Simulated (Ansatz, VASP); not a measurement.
# Cross-check of Co between VASP and Ansatz, part 2 of 2

Aim: how closely do two programs agree when they are given the same cell, functional and k mesh? The structure shown is the end of the Ansatz relaxation below.

VASP 6.6.1 and Ansatz 0.2.0.

So far: The starting structure; Ansatz: relaxation, PBEsol; VASP: single point, PBEsol, pair 1; Side by side; What the set-up changes.

## 6. Ansatz: relaxation, PBEsol

Level of this step: Ansatz beside VASP: Kohn-Sham DFT, plane waves, PBEsol (Ansatz).

This run makes the geometry at which the two programs are then compared. The cell compared in this pair holds 20.15 Å³, against 19.86 Å³ for the pair before.

The structure compared here is the end of the Ansatz relaxation.

Contents of input.yaml:

```yaml
crystal:
  lattice:
    - [2.40758658, 0.0, 0.0]
    - [-1.20379329, 2.0850311401, 0.0]
    - [0.0, 0.0, 4.015807268]
  atoms:
    - { symbol: Co, position: [0.3333333, 0.6666667, 0.75], spin: 1.6 }
    - { symbol: Co, position: [0.6666667, 0.3333333, 0.25], spin: 1.6 }
magnetization:
  spin_polarized: true
kpoints:
  mp_grid: { grid: [20, 20, 11] }
scf:
  occupations: { method: fermi_dirac, width: 0.05 }
hamiltonian:
  xc: pbesol
  pseudopotentials: { kind: paw, azcp: { folder: soft_1 }, xc_functional: pbe }
basis:
  ecutwfc: 600
output:
  forces: true
  stress: true
relax:
  f_tol: 0.005
  max_steps: 70
  cell: { stress_tol: 0.02, p_target: 0, fix: [a, b, alpha, beta, gamma] }
```

Started as:

```bash
$ ansatz run input.yaml --threads 3 --pin off --max-ram 5120MiB --backend cpu --events-out ev --progress --plain --runs-dir out
```

Numbers of over 12 decimals in the logs are rounded to 6 here.

The program printed:

```text
[...]
Crystal: 2 atoms, lattice volume = 20.159 Å³
Basis set: ecut = 600 eV, 701 PW (Γ), exchange–correlation on 40×40×72 points (8 copies of the dense FFT grid, shifted against one another)
Bands: 23, of which v1, the nominal top of the filled ones, is band 17 counted from 1 (16 counted from 0)
Symmetry: 24 space group operations
[...]
-0.000000      -0.000000      -0.000888
  P = ⅓ Tr σ = 8.0542 GPa (80.542 kbar)
--- Relaxed structure (3 steps of the walk, 3 accepted, 1 SCFs on fresh bases) ---
[...]
cell:  # Å, volume = 20.1461 Å³
    - [2.407587, 0, 0.0]
    - [-1.203793, 2.085031, 0.0]
    - [0.0, 0.0, 4.013244]
  atoms:
    - { symbol: Co, position: [0.333333, 0.666667, 0.75] }
    - { symbol: Co, position: [0.666667, 0.333333, 0.25] }
[key lines of the parts left out:]
SCF converged after 7 iterations
Magnetization: 3.1336 μB (18.5668 up, 15.4332 down)
Free energy (F): -10185.978408 eV
Fermi energy:    20.242384 eV
```

## 7. VASP: single point, PBEsol, pair 2

The same cell, functional, mesh and smearing now go to VASP, with its own data sets.

Contents of INCAR:

```
SYSTEM = Co
PREC = Accurate
ENCUT = 600
EDIFF = 1E-06
NELM = 200
ISMEAR = -1
SIGMA = 0.05
LREAL = .FALSE.
ALGO = Normal
GGA = PS
NBANDS = 18
ISPIN = 2
MAGMOM = 1.63 1.63
LASPH = .TRUE.
LMAXMIX = 4
LORBIT = 11
LWAVE = .FALSE.
LCHARG = .FALSE.
ISIF = 2
GGA_COMPAT = .FALSE.
KPAR = 2
```

Contents of POSCAR:

```
Co
1.0
    2.4075865800      0.0000000000      0.0000000000
   -1.2037932900      2.0850311401      0.0000000000
    0.0000000000      0.0000000000      4.0132440542
Co
2
Direct
    0.3333333334      0.6666666668      0.7500000000
    0.6666666668      0.3333333334      0.2500000000
```

Contents of KPOINTS:

```
Automatic mesh
0
Gamma
20 20 11
0 0 0
```

PAW data sets: Co (PBE family, release 64).

Started as:

```bash
$ mpirun -np 2 vasp_std
```

The program printed:

```text
[banner, memory and clock lines left out]
running    2 mpi-ranks, on    1 nodes
[...]
[... a notice as in an earlier step ...]

 LDA part: xc-table for (Slater+PW92), standard interpolation
 POSCAR, INCAR and KPOINTS ok, starting setup
[...]
entering main loop
       N       E                     dE             d eps       ncg     rms          rms(c)
DAV:   1     0.856939401971E+02    0.85694E+02   -0.88781E+03 19864   0.149E+03
DAV:   2    -0.141222994354E+02   -0.99816E+02   -0.90601E+02 19050   0.242E+02
DAV:   3    -0.179219695992E+02   -0.37997E+01   -0.36545E+01 20966   0.599E+01
DAV:   4    -0.179790617760E+02   -0.57092E-01   -0.57056E-01 23762   0.624E+00
[...]
DAV:  12    -0.154538856516E+02    0.45838E-05   -0.10561E-05 21314   0.288E-02    0.182E-02
DAV:  13    -0.154538844479E+02    0.12037E-05   -0.19474E-06 15416   0.228E-02    0.126E-02
DAV:  14    -0.154538847093E+02   -0.26143E-06   -0.73997E-07 12536   0.118E-02
   1 F= -.15453885E+02 E0= -.15446758E+02  d E =-.142538E-01  mag=     3.1242
```

Parts of OUTCAR (step 7):

```text
  Total        1.3773817      1.3773817     -0.1170189      0.0000000      0.0000000      0.0000000
  in kB      109.5405326    109.5405326     -9.3062881      0.0000000      0.0000000      0.0000000
  external PRESSURE =      69.9249257 kB  Pullay stress =       0.0000000 kB

 POSITION                                       TOTAL-FORCE (eV/Angst)
 -----------------------------------------------------------------------------------
      0.00000      1.39002      3.00993         0.000000     -0.000000      0.000000
      1.20379      0.69501      1.00331        -0.000000      0.000000      0.000000
 -----------------------------------------------------------------------------------
    total drift:                                0.000000      0.000000      0.000000

  FREE ENERGIE OF THE ION-ELECTRON SYSTEM (eV)
  ---------------------------------------------------
  free  energy   TOTEN  =       -15.4538847093 eV

  energy  without entropy=      -15.4396309002  energy(sigma->0) =      -15.44675780

 magnetization (x)
# of ion       s       p       d       tot
------------------------------------------
    1       -0.015  -0.050   1.628   1.563
    2       -0.015  -0.050   1.628   1.563
--------------------------------------------------
tot         -0.029  -0.100   3.255   3.126

[... 1 part as in an earlier step ...]

[... 2 further parts left out ...]
[key lines of the parts left out:]
E-fermi :  11.1647
```

The run ends at a pressure of 6.99 GPa.

## 8. Differences

What differs besides the data sets and the points named for the pairs above, as far as they apply: the data sets hold 34 valence electrons in Ansatz (on its PAW soft_1 files) and 18 in VASP. Total energies have different zeros and are not compared.

The two programs side by side:

```
          quantity  Ansatz  VASP  difference
    pressure (GPa)    8.05  6.99       +1.06
 total moment (μB)    3.13  3.12       +0.01
moment on Co1 (μB)    1.63  1.56       +0.06
moment on Co2 (μB)    1.63  1.56       +0.06
```

## 9. Ansatz: relaxation, PBEsol

This run makes the geometry at which the two programs are then compared. The cell compared in this pair holds 20.44 Å³, against 20.15 Å³ for the pair before.

The structure compared here is the end of the Ansatz relaxation.

input.yaml, as its differences from that of step 6:

```diff
@@ -2,5 +2,5 @@
   lattice:
-    - [2.40758658, 0.0, 0.0]
-    - [-1.20379329, 2.0850311401, 0.0]
-    - [0.0, 0.0, 4.015807268]
+    - [2.43215379, 0.0, 0.0]
+    - [-1.216076895, 2.1063069681, 0.0]
+    - [0.0, 0.0, 3.991998134]
   atoms:
```

Started as:

```bash
$ ansatz run input.yaml --threads 3 --pin off --max-ram 5120MiB --backend cpu --events-out ev --progress --plain --runs-dir out
```

The program printed:

```text
[...]
Crystal: 2 atoms, lattice volume = 20.450 Å³
Basis set: ecut = 600 eV, 699 PW (Γ), exchange–correlation on 40×40×64 points (8 copies of the dense FFT grid, shifted against one another)
Bands: 23, of which v1, the nominal top of the filled ones, is band 17 counted from 1 (16 counted from 0)
Symmetry: 24 space group operations
[...]
0.000000       0.000000      -0.000455
  P = ⅓ Tr σ = 3.8361 GPa (38.361 kbar)
--- Relaxed structure (3 steps of the walk, 3 accepted, 1 SCFs on fresh bases) ---
[...]
cell:  # Å, volume = 20.4415 Å³
    - [2.432154, 0, 0]
    - [-1.216077, 2.106307, 0]
    - [0, 0, 3.990252]
  atoms:
    - { symbol: Co, position: [0.333333, 0.666667, 0.750000] }
    - { symbol: Co, position: [0.666667, 0.333333, 0.250000] }
[key lines of the parts left out:]
SCF converged after 7 iterations
Magnetization: 3.1474 μB (18.5737 up, 15.4263 down)
Free energy (F): -10186.001215 eV
Fermi energy:    19.885179 eV
```

## 10. VASP: single point, PBEsol, pair 3

The same cell, functional, mesh and smearing now go to VASP, with its own data sets.

INCAR, as its differences from that of step 7:

```diff
@@ -12,3 +12,3 @@
 ISPIN = 2
-MAGMOM = 1.63 1.63
+MAGMOM = 1.64 1.64
 LASPH = .TRUE.
```

Contents of POSCAR:

```
Co
1.0
    2.4321537900      0.0000000000      0.0000000000
   -1.2160768950      2.1063069681      0.0000000000
    0.0000000000      0.0000000000      3.9902523435
Co
2
Direct
    0.3333333334      0.6666666668      0.7500000000
    0.6666666668      0.3333333334      0.2500000000
```

KPOINTS is that of step 7.

Started as:

```bash
$ mpirun -np 2 vasp_std
```

The program printed:

```text
[... set-up lines as in an earlier step ...]
 entering main loop
       N       E                     dE             d eps       ncg     rms          rms(c)
DAV:   1     0.857295778295E+02    0.85730E+02   -0.89036E+03 19936   0.149E+03
DAV:   2    -0.142149125608E+02   -0.99944E+02   -0.90726E+02 19060   0.241E+02
DAV:   3    -0.179556931292E+02   -0.37408E+01   -0.36022E+01 21020   0.597E+01
DAV:   4    -0.180121532410E+02   -0.56460E-01   -0.56421E-01 23926   0.621E+00
[...]
DAV:  12    -0.154748424099E+02    0.50712E-05   -0.12359E-05 21086   0.287E-02    0.175E-02
DAV:  13    -0.154748410956E+02    0.13143E-05   -0.18764E-06 14676   0.206E-02    0.116E-02
DAV:  14    -0.154748413589E+02   -0.26327E-06   -0.74616E-07 12612   0.111E-02
   1 F= -.15474841E+02 E0= -.15468047E+02  d E =-.135883E-01  mag=     3.1394
```

OUTCAR, selected parts (step 10):

```text
  Total        0.6093426      0.6093426     -0.1194358     -0.0000000     -0.0000000      0.0000000
  in kB       47.7594262     47.7594262     -9.3612127     -0.0000000     -0.0000000      0.0000000
  external PRESSURE =      28.7192132 kB  Pullay stress =       0.0000000 kB

 POSITION                                       TOTAL-FORCE (eV/Angst)
 -----------------------------------------------------------------------------------
      0.00000      1.40420      2.99269         0.000000      0.000000      0.000000
      1.21608      0.70210      0.99756        -0.000000     -0.000000      0.000000
 -----------------------------------------------------------------------------------
    total drift:                                0.000000      0.000000      0.000000

  FREE ENERGIE OF THE ION-ELECTRON SYSTEM (eV)
  ---------------------------------------------------
  free  energy   TOTEN  =       -15.4748413589 eV

  energy  without entropy=      -15.4612530827  energy(sigma->0) =      -15.46804722

 magnetization (x)
# of ion       s       p       d       tot
------------------------------------------
    1       -0.015  -0.051   1.639   1.573
    2       -0.015  -0.051   1.639   1.573
--------------------------------------------------
tot         -0.030  -0.102   3.279   3.147

[... 1 part as in an earlier step ...]

[... 2 further parts left out ...]
[key lines of the parts left out:]
E-fermi :  10.9350
```

The run ends at a pressure of 2.87 GPa.

## 11. Differences

What differs besides the data sets and the points named for the pairs above, as far as they apply: the data sets hold 34 valence electrons in Ansatz (on its PAW soft_1 files) and 18 in VASP. Total energies have different zeros and are not compared.

Both answers:

```
          quantity  Ansatz  VASP  difference
    pressure (GPa)    3.84  2.87       +0.96
 total moment (μB)    3.15  3.14       +0.01
moment on Co1 (μB)    1.64  1.57       +0.06
moment on Co2 (μB)    1.64  1.57       +0.06
```

## 12. Summary of results

```yaml
difference_in_pressure_single_point_pbesol_pair_1: 1.2 GPa
difference_in_pressure_single_point_pbesol_pair_2: 1.1 GPa
difference_in_total_moment_single_point_pbesol_pair_3: 0.0080 μB
difference_in_pressure_single_point_pbesol_pair_3: 0.96 GPa
```

**Reading.** The difference in pressure is 1.2 GPa (single point, PBEsol, pair 1), beyond the 1 GPa picked in this series as the mark of a large difference. The data sets hold unlike numbers of valence electrons (34 in Ansatz and 18 in VASP), so part of the differences comes from the potentials. Single point, PBEsol, pair 1, VASP with the data sets Co_sv: the difference in pressure goes from 1.2 to 3.9 GPa; the difference in total moment goes from 0.011 to 0.0014 μB. What causes the difference of the single point, PBEsol, pair 2 pair stays open here. 3 further runs of this series are not shown here. How closely two codes agree says nothing of how well the functional describes the real material.

[Lines on the potential files, build, host, timing and source positions are cut from VASP's logs without a mark.]

[Logs are printed without paths, hosts, clocks, repeated set-up lines and the standing remarks that a program may print on its own settings, such as how far it seeks lower states.]

[Hosts, paths, dates, database ids (printed as entryN), source tags and the programs' standing remarks are cut or masked in the printed files.]
